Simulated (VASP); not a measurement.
Here is the system:

```
CELL_PARAMETERS angstrom
      0.00000     2.85353     2.85353
      2.85353     0.00000     2.85353
      2.85353     2.85353     0.00000
ATOMIC_POSITIONS crystal
  Li 0.25000 0.25000 0.25000
  Li 0.75000 0.75000 0.75000
  S  0.00000 0.00000 0.00000
```

Level of theory: PBE GGA, VASP's PBE PAW potentials (set 64) (plane waves; VASP). Settings: 520 eV cut-off, 8×8×8 Γ-centred mesh, Gaussian smearing of 0.050 eV, potentials Li_sv S.

Give the energy at these volumes per atom, relative to the lowest: 14.54, 15.00, 15.47, 15.93, 16.40 Å³.

8.2, 2.0, 0.0, 1.5, 6.1 meV/atom. A third-order Birch-Murnaghan fit gives B0 = 40.6 GPa and B0′ = 3.8.

Measured: a 5.716 Å at 293 K (computed value off by -0.2 %), as given by F. Kubel et al., Zeitschrift für Kristallographie - New Crystal Structures (1999), doi:10.1515/ncrs-1999-0303. The calculation is for a static lattice, while the measured a holds thermal and zero-point effects, which are part of the difference.

The compound is Li2S in the antifluorite structure. It was relaxed first.
